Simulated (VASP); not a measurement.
Output of a VASP run:

File OSZICAR:
```
       N       E                     dE             d eps       ncg     rms          rms(c)
DAV:   1     0.116397541534E+03    0.11640E+03   -0.94472E+03  2032   0.134E+03
DAV:   2    -0.143192931864E+02   -0.13072E+03   -0.12594E+03  2156   0.358E+02
DAV:   3    -0.168000861666E+02   -0.24808E+01   -0.24371E+01  2412   0.504E+01
DAV:   4    -0.168237587670E+02   -0.23673E-01   -0.23661E-01  2328   0.490E+00
DAV:   5    -0.168242763585E+02   -0.51759E-03   -0.51756E-03  2604   0.599E-01    0.153E+01
DAV:   6    -0.161983160283E+02    0.62596E+00   -0.32875E+00  2140   0.214E+01    0.283E+00
DAV:   7    -0.161360569324E+02    0.62259E-01   -0.20843E-01  2128   0.567E+00    0.268E+00
DAV:   8    -0.161155308029E+02    0.20526E-01   -0.17858E-02  2204   0.115E+00    0.232E-01
DAV:   9    -0.161154328092E+02    0.97994E-04   -0.23528E-04  2640   0.130E-01    0.140E-01
DAV:  10    -0.161154219151E+02    0.10894E-04   -0.27068E-05  2364   0.686E-02    0.119E-02
DAV:  11    -0.161154214884E+02    0.42671E-06   -0.17719E-06  2484   0.184E-02    0.666E-03
DAV:  12    -0.161154214543E+02    0.34116E-07   -0.63819E-08  1292   0.279E-03
   1 F= -.16115421E+02 E0= -.16115329E+02  d E =-.277279E-03
```

File OUTCAR:
```
------------------------ aborting loop because EDIFF is reached ----------------------------------------
  FORCE on cell =-STRESS in cart. coord.  units (eV):
  Direction    XX          YY          ZZ          XY          YZ          ZX
  --------------------------------------------------------------------------------------
  Total        2.4738753      2.4738753      2.4738753      0.0000000     -0.0000000      0.0000000
  in kB      163.2291522    163.2291522    163.2291522      0.0000000     -0.0000000      0.0000000
  external PRESSURE =     163.2291522 kB  Pullay stress =       0.0000000 kB
  volume of cell :       24.28
      direct lattice vectors                 reciprocal lattice vectors
     2.895766591  0.000000000  0.000000000     0.345331700  0.000000000  0.000000000
     0.000000000  2.895766591  0.000000000     0.000000000  0.345331700  0.000000000
     0.000000000  0.000000000  2.895766591     0.000000000  0.000000000  0.345331700
 POSITION                                       TOTAL-FORCE (eV/Angst)
 -----------------------------------------------------------------------------------
      1.44788      1.44788      1.44788         0.000000      0.000000      0.000000
      0.00000      0.00000      0.00000         0.000000      0.000000      0.000000
 -----------------------------------------------------------------------------------
    total drift:                                0.000000      0.000000      0.000000
  FREE ENERGIE OF THE ION-ELECTRON SYSTEM (eV)
  ---------------------------------------------------
  free  energy   TOTEN  =       -16.1154214543 eV

  energy  without entropy=      -16.1151441753  energy(sigma->0) =      -16.11532903
```
(Selected blocks of OUTCAR.)

File POSCAR:
```
RuAl
1
    2.8957665907     0.0000000000     0.0000000000
    0.0000000000     2.8957665907     0.0000000000
    0.0000000000     0.0000000000     2.8957665907
Al Ru
1 1
Direct
  0.5000000000   0.5000000000   0.5000000000
  0.0000000000   0.0000000000   0.0000000000
```

Q: Reconstruct the remaining input files.

A: Several could match; the one computed here: the input of the run itself, LDA (Ceperley-Alder, Perdew-Zunger), plane waves, VASP's LDA PAW potentials (set 64).

File KPOINTS:
```
Automatic mesh
0
Gamma
12 12 12
0 0 0
```

### INCAR
```
LASPH  =  T   # aspherical one-centre terms
PREC  =  Accurate
ENCUT  =  520   # plane-wave cut-off (eV)
LWAVE  =  F
LMAXMIX  =  4   # l cut-off of mixed one-centre charges
SYSTEM  =  RuAl
ISMEAR  =  1   # Methfessel-Paxton
LCHARG  =  F
ALGO  =  Normal   # blocked Davidson
ISIF  =  2   # forces and stress, cell fixed
LREAL  =  F   # projection in real space or not
NELM  =  100
SIGMA  =  0.1   # width (eV)
EDIFF  =  1E-7   # SCF stop (eV)
```

POTCAR, in this order: Al Ru_pv (LDA.64 set). Program: vasp_std.

The compound is RuAl in the CsCl type structure. This cell is one point of a volume scan, at 0.94 of the reference volume. The electron count is odd and the run is not spin-polarised, which forces a metal.
